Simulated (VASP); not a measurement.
Level of theory: PBE GGA, VASP's PBE PAW potentials (set 64) (plane waves; VASP).

VASP ran on this input.

INCAR:
```
SYMPREC = 1E-4
ENCUT = 400   ! plane-wave cut-off (eV)
NELM = 100   ! most electronic steps
SYSTEM = Cd36S36
LREAL = Auto
NELMIN = 4
EDIFF = 1E-6
LVHAR = .TRUE.
GGA = PE   ! PBE
LWAVE = .FALSE.
ISMEAR = 0
LCHARG = .FALSE.
LORBIT = 11   ! lm-projected
LMAXMIX = 4
ALGO = Fast
SIGMA = 0.05   ! width (eV)
PREC = Normal
LASPH = .TRUE.
```

**POSCAR**
```
Cd36S36
1
   12.6185055120     0.0000000000     0.0000000000
   -6.3092527560    10.9279452705     0.0000000000
    0.0000000000     0.0000000000    13.6701335334
Cd S
36 36
Direct
  0.2222220000   0.1111110000   0.2502449271
  0.1111110000   0.2222220000   0.0002449271
  0.2222220000   0.1111110000   0.7502449271
  0.1111110000   0.2222220000   0.5002449271
  0.2222220000   0.4444440000   0.2502449271
  0.1111110000   0.5555560000   0.0002449271
  0.2222220000   0.4444440000   0.7502449271
  0.1111110000   0.5555560000   0.5002449271
  0.2222220000   0.7777780000   0.2502449271
  0.1111110000   0.8888890000   0.0002449271
  0.2222220000   0.7777780000   0.7502449271
  0.1111110000   0.8888890000   0.5002449271
  0.5555560000   0.1111110000   0.2502449271
  0.4444440000   0.2222220000   0.0002449271
  0.5555560000   0.1111110000   0.7502449271
  0.4444440000   0.2222220000   0.5002449271
  0.5555560000   0.4444440000   0.2502449271
  0.4444440000   0.5555560000   0.0002449271
  0.5555560000   0.4444440000   0.7502449271
  0.4444440000   0.5555560000   0.5002449271
  0.5555560000   0.7777780000   0.2502449271
  0.4444440000   0.8888890000   0.0002449271
  0.5555560000   0.7777780000   0.7502449271
  0.4444440000   0.8888890000   0.5002449271
  0.8888890000   0.1111110000   0.2502449271
  0.7777780000   0.2222220000   0.0002449271
  0.8888890000   0.1111110000   0.7502449271
  0.7777780000   0.2222220000   0.5002449271
  0.8888890000   0.4444440000   0.2502449271
  0.7777780000   0.5555560000   0.0002449271
  0.8888890000   0.4444440000   0.7502449271
  0.7777780000   0.5555560000   0.5002449271
  0.8888890000   0.7777780000   0.2502449271
  0.7777780000   0.8888890000   0.0002449271
  0.8888890000   0.7777780000   0.7502449271
  0.7777780000   0.8888890000   0.5002449271
  0.2222220000   0.1111110000   0.4382550729
  0.1111110000   0.2222220000   0.1882550729
  0.2222220000   0.1111110000   0.9382550729
  0.1111110000   0.2222220000   0.6882550729
  0.2222220000   0.4444440000   0.4382550729
  0.1111110000   0.5555560000   0.1882550729
  0.2222220000   0.4444440000   0.9382550729
  0.1111110000   0.5555560000   0.6882550729
  0.2222220000   0.7777780000   0.4382550729
  0.1111110000   0.8888890000   0.1882550729
  0.2222220000   0.7777780000   0.9382550729
  0.1111110000   0.8888890000   0.6882550729
  0.5555560000   0.1111110000   0.4382550729
  0.4444440000   0.2222220000   0.1882550729
  0.5555560000   0.1111110000   0.9382550729
  0.4444440000   0.2222220000   0.6882550729
  0.5555560000   0.4444440000   0.4382550729
  0.4444440000   0.5555560000   0.1882550729
  0.5555560000   0.4444440000   0.9382550729
  0.4444440000   0.5555560000   0.6882550729
  0.5555560000   0.7777780000   0.4382550729
  0.4444440000   0.8888890000   0.1882550729
  0.5555560000   0.7777780000   0.9382550729
  0.4444440000   0.8888890000   0.6882550729
  0.8888890000   0.1111110000   0.4382550729
  0.7777780000   0.2222220000   0.1882550729
  0.8888890000   0.1111110000   0.9382550729
  0.7777780000   0.2222220000   0.6882550729
  0.8888890000   0.4444440000   0.4382550729
  0.7777780000   0.5555560000   0.1882550729
  0.8888890000   0.4444440000   0.9382550729
  0.7777780000   0.5555560000   0.6882550729
  0.8888890000   0.7777780000   0.4382550729
  0.7777780000   0.8888890000   0.1882550729
  0.8888890000   0.7777780000   0.9382550729
  0.7777780000   0.8888890000   0.6882550729
```

KPOINTS:
```
Automatic mesh
0
Gamma
1 1 1
0 0 0
```

POTCAR, in this order: Cd S (PBE.64 set). Program: vasp_gam. Read from the step before: WAVECAR.

Output of the run:

File OSZICAR:
```
       N       E                     dE             d eps       ncg     rms          rms(c)
DAV:   1    -0.218561982532E+03   -0.21856E+03   -0.37383E-05   908   0.791E-03    0.536E-03
RMM:   2    -0.218561981873E+03    0.65910E-06   -0.28920E-06   576   0.220E-03    0.496E-03
RMM:   3    -0.218561981778E+03    0.95359E-07   -0.65671E-07   479   0.107E-03    0.414E-03
RMM:   4    -0.218561981768E+03    0.97789E-08   -0.35535E-07   426   0.721E-04
   1 F= -.21856198E+03 E0= -.21856198E+03  d E =-.318201E-11
```

File OUTCAR:
```
------------------------ aborting loop because EDIFF is reached ----------------------------------------
  FORCE on cell =-STRESS in cart. coord.  units (eV):
  Direction    XX          YY          ZZ          XY          YZ          ZX
  --------------------------------------------------------------------------------------
  Total        1.0154466      1.0154464     -6.0162647     -0.0000000     -0.0000000      0.0000000
  in kB        0.8630749      0.8630747     -5.1135008     -0.0000000     -0.0000000      0.0000000
  external PRESSURE =      -1.1291171 kB  Pullay stress =       0.0000000 kB
  volume of cell :     1885.03
      direct lattice vectors                 reciprocal lattice vectors
    12.618505512  0.000000000  0.000000000     0.079248687  0.045754256  0.000000000
    -6.309252756 10.927945271  0.000000000     0.000000000  0.091508511  0.000000000
     0.000000000  0.000000000 13.670133533     0.000000000  0.000000000  0.073152175
  FREE ENERGIE OF THE ION-ELECTRON SYSTEM (eV)
  ---------------------------------------------------
  free  energy   TOTEN  =      -218.5619817681 eV

  energy  without entropy=     -218.5619817681  energy(sigma->0) =     -218.56198177

 total charge

# of ion       s       p       d       tot
------------------------------------------
    1        0.409   0.297   9.563  10.270
    2        0.409   0.297   9.563  10.270
    3        0.409   0.297   9.563  10.270
    4        0.409   0.297   9.563  10.270
    5        0.409   0.297   9.563  10.270
    6        0.409   0.297   9.563  10.270
    7        0.409   0.297   9.563  10.270
    8        0.409   0.297   9.563  10.270
    9        0.409   0.297   9.563  10.270
   10        0.409   0.297   9.563  10.270
   11        0.409   0.297   9.563  10.270
   12        0.409   0.297   9.563  10.270
   13        0.409   0.297   9.563  10.270
   14        0.409   0.297   9.563  10.270
   15        0.409   0.297   9.563  10.270
   16        0.409   0.297   9.563  10.270
   17        0.409   0.297   9.563  10.270
   18        0.409   0.297   9.563  10.270
   19        0.409   0.297   9.563  10.270
   20        0.409   0.297   9.563  10.270
   21        0.409   0.297   9.563  10.270
   22        0.409   0.297   9.563  10.270
   23        0.409   0.297   9.563  10.270
   24        0.409   0.297   9.563  10.270
   25        0.409   0.297   9.563  10.270
   26        0.409   0.297   9.563  10.270
   27        0.409   0.297   9.563  10.270
   28        0.409   0.297   9.563  10.270
   29        0.409   0.297   9.563  10.270
   30        0.409   0.297   9.563  10.270
   31        0.409   0.297   9.563  10.270
   32        0.409   0.297   9.563  10.270
   33        0.409   0.297   9.563  10.270
   34        0.409   0.297   9.563  10.270
   35        0.409   0.297   9.563  10.270
   36        0.409   0.297   9.563  10.270
   37        1.319   2.394   0.000   3.713
   38        1.319   2.394   0.000   3.713
   39        1.319   2.394   0.000   3.713
   40        1.319   2.394   0.000   3.713
   41        1.319   2.394   0.000   3.713
   42        1.319   2.394   0.000   3.713
   43        1.319   2.394   0.000   3.713
   44        1.319   2.394   0.000   3.713
   45        1.319   2.394   0.000   3.713
   46        1.319   2.394   0.000   3.713
   47        1.319   2.394   0.000   3.713
   48        1.319   2.394   0.000   3.713
   49        1.319   2.394   0.000   3.713
   50        1.319   2.394   0.000   3.713
   51        1.319   2.394   0.000   3.713
   52        1.319   2.394   0.000   3.713
   53        1.319   2.394   0.000   3.713
   54        1.319   2.394   0.000   3.713
   55        1.319   2.394   0.000   3.713
   56        1.319   2.394   0.000   3.713
   57        1.319   2.394   0.000   3.713
   58        1.319   2.394   0.000   3.713
   59        1.319   2.394   0.000   3.713
   60        1.319   2.394   0.000   3.713
   61        1.319   2.394   0.000   3.713
   62        1.319   2.394   0.000   3.713
   63        1.319   2.394   0.000   3.713
   64        1.319   2.394   0.000   3.713
   65        1.319   2.394   0.000   3.713
   66        1.319   2.394   0.000   3.713
   67        1.319   2.394   0.000   3.713
   68        1.319   2.394   0.000   3.713
   69        1.319   2.394   0.000   3.713
   70        1.319   2.394   0.000   3.713
   71        1.319   2.394   0.000   3.713
   72        1.319   2.394   0.000   3.713
--------------------------------------------------
tot         62.199  96.878 344.283 503.360
```
(Selected blocks of OUTCAR.)

The supercell is sampled at Γ alone, which is coarse: total energies, pressure and levels can be off, energies of defects by several tenths of an eV.

The cell is a supercell, built from a database entry that may be metastable or hypothetical.
